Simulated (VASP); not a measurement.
Method: RPBE GGA, VASP's PBE PAW potentials (set 64) (plane waves; VASP).

Input for VASP

POSCAR:
```
Cs
6.2732010
 -0.4999999624   0.4999999624   0.4999999624
  0.4999999624  -0.4999999624   0.4999999624
  0.4999999624   0.4999999624  -0.4999999624
Cs
1
Cart
  0.0000000000   0.0000000000   0.0000000000
```

File KPOINTS:
```
Automatic mesh
0
G
8 8 8
0 0 0
```

### INCAR
```
SYSTEM = Cs
PREC = Accurate
ENCUT = 520
EDIFF = 1E-7
NELM = 100
ALGO = Normal
LREAL = .FALSE.
LASPH = .TRUE.
ISMEAR = 1
SIGMA = 0.1
GGA = RP
LMAXMIX = 4
LWAVE = .FALSE.
LCHARG = .FALSE.
ISIF = 2
```

POTCAR, in this order: Cs_sv (PBE.64 set). Program: vasp_std.

The resulting files:

OUTCAR:
```
 ion  position               nearest neighbor table
   1  0.000  0.000  0.000-
  LATTYP: Found a body centered cubic cell.
 ALAT       =     6.2732005278
 Subroutine PRICEL returns:
 Original cell was already a primitive cell.
 Subroutine GETGRP returns: Found 48 space group operations
The static configuration has the point symmetry O_h .
The dynamic configuration has the point symmetry O_h .
 Subroutine INISYM returns: Found 48 space group operations
 Subroutine IBZKPT returns following result:
 Found     29 irreducible k-points:

 Following reciprocal coordinates:
            Coordinates               Weight
  0.000000  0.000000  0.000000      1.000000
  0.125000  0.000000  0.000000     12.000000
  0.250000  0.000000  0.000000     12.000000
  0.375000  0.000000  0.000000     12.000000
  0.500000  0.000000  0.000000      6.000000
  0.125000  0.125000  0.000000     24.000000
  0.250000  0.125000  0.000000     48.000000
  0.375000  0.125000  0.000000     48.000000
  0.250000  0.250000  0.000000     24.000000
  0.375000  0.250000  0.000000     24.000000
...
```

OSZICAR:
```
       N       E                     dE             d eps       ncg     rms          rms(c)
DAV:   1     0.575355827757E+02    0.57536E+02   -0.28476E+03   464   0.761E+02
DAV:   2     0.464752076574E+01   -0.52888E+02   -0.50860E+02   648   0.121E+02
DAV:   3    -0.644580574481E+00   -0.52921E+01   -0.52917E+01   464   0.475E+01
DAV:   4    -0.721551509883E+00   -0.76971E-01   -0.76971E-01   848   0.705E+00
DAV:   5    -0.721633098883E+00   -0.81589E-04   -0.81589E-04   640   0.147E-01    0.174E-01
DAV:   6    -0.725376487405E+00   -0.37434E-02   -0.19672E-03   744   0.281E-01    0.121E-01
DAV:   7    -0.729223810682E+00   -0.38473E-02   -0.70987E-03   472   0.580E-01    0.332E-02
DAV:   8    -0.729309047944E+00   -0.85237E-04   -0.18359E-04   824   0.106E-01    0.636E-03
DAV:   9    -0.729312784923E+00   -0.37370E-05   -0.48120E-06   704   0.159E-02    0.311E-03
DAV:  10    -0.729313484379E+00   -0.69946E-06   -0.29622E-06   728   0.121E-02    0.809E-04
DAV:  11    -0.729313583135E+00   -0.98756E-07   -0.57964E-07   568   0.514E-03
   1 F= -.72931358E+00 E0= -.72840752E+00  d E =-.271819E-02
```

**OUTCAR**
```
------------------------ aborting loop because EDIFF is reached ----------------------------------------
  FORCE on cell =-STRESS in cart. coord.  units (eV):
  Direction    XX          YY          ZZ          XY          YZ          ZX
  --------------------------------------------------------------------------------------
  Total        0.0898178      0.0898178      0.0898178      0.0000000     -0.0000000      0.0000000
  in kB        1.1658312      1.1658312      1.1658312      0.0000000     -0.0000000      0.0000000
  external PRESSURE =       1.1658312 kB  Pullay stress =       0.0000000 kB
  volume of cell :      123.43
      direct lattice vectors                 reciprocal lattice vectors
    -3.136600264  3.136600264  3.136600264     0.000000000  0.159408263  0.159408263
     3.136600264 -3.136600264  3.136600264     0.159408263  0.000000000  0.159408263
     3.136600264  3.136600264 -3.136600264     0.159408263  0.159408263  0.000000000
 POSITION                                       TOTAL-FORCE (eV/Angst)
 -----------------------------------------------------------------------------------
      0.00000      0.00000      0.00000         0.000000     -0.000000      0.000000
 -----------------------------------------------------------------------------------
    total drift:                               -0.000000     -0.000000      0.000000
  FREE ENERGIE OF THE ION-ELECTRON SYSTEM (eV)
  ---------------------------------------------------
  free  energy   TOTEN  =        -0.7293135831 eV

  energy  without entropy=       -0.7265953903  energy(sigma->0) =       -0.72840752
```
(Selected blocks of OUTCAR.)

File OUTCAR:
```
 val. band max:        0.4298020334   @ k =   0.2500   0.2500   0.0000

 cond. band min:       0.4601868988   @ k =   0.3750   0.1250   0.0000


 Fermi energy:         0.4394132825

 k-point     1 :       0.0000    0.0000    0.0000
  band No.  band energies     occupation
      1     -23.5380      2.00000
      2     -10.3070      2.00000
      3     -10.3070      2.00000
      4     -10.3070      2.00000
      5      -1.1794      2.00000
      6       2.9026      0.00000
      7       2.9026      0.00000
      8       2.9026      0.00000

 k-point     2 :       0.1250    0.0000    0.0000
  band No.  band energies     occupation
      1     -23.5373      2.00000
      2     -10.3226      2.00000
      3     -10.3121      2.00000
      4     -10.3070      2.00000
      5      -1.0206      2.00000
      6       2.7148      0.00000
      7       2.7321      0.00000
      8       3.0607      0.00000

 k-point     3 :       0.2500    0.0000    0.0000
  band No.  band energies     occupation
      1     -23.5357      2.00000
      2     -10.3597      2.00000
      3     -10.3245      2.00000
      4     -10.3070      2.00000
      5      -0.5757      2.00000
      6       2.1346     -0.00000
      7       2.4164     -0.00000
      8       3.5254      0.00000

 k-point     4 :       0.3750    0.0000    0.0000
  band No.  band energies     occupation
      1     -23.5340      2.00000
      2     -10.3959      2.00000
      3     -10.3368      2.00000
      4     -10.3070      2.00000
      5       0.0476      2.00000
      6       1.5553     -0.00000
      7       2.1743     -0.00000
      8       3.6166      0.00000

 k-point     5 :       0.5000    0.0000    0.0000
  band No.  band energies     occupation
      1     -23.5333      2.00000
      2     -10.4107      2.00000
      3     -10.3419      2.00000
      4     -10.3069      2.00000
      5       0.4961      0.19121
      6       1.1865     -0.00000
      7       2.0874     -0.00000
...
```

Unless said otherwise, spin-orbit coupling is left out, though it shifts the bands of the heavy elements here.

The compound is Cs in the bcc structure. This cell is one point of a volume scan, at 0.94 of the reference volume.
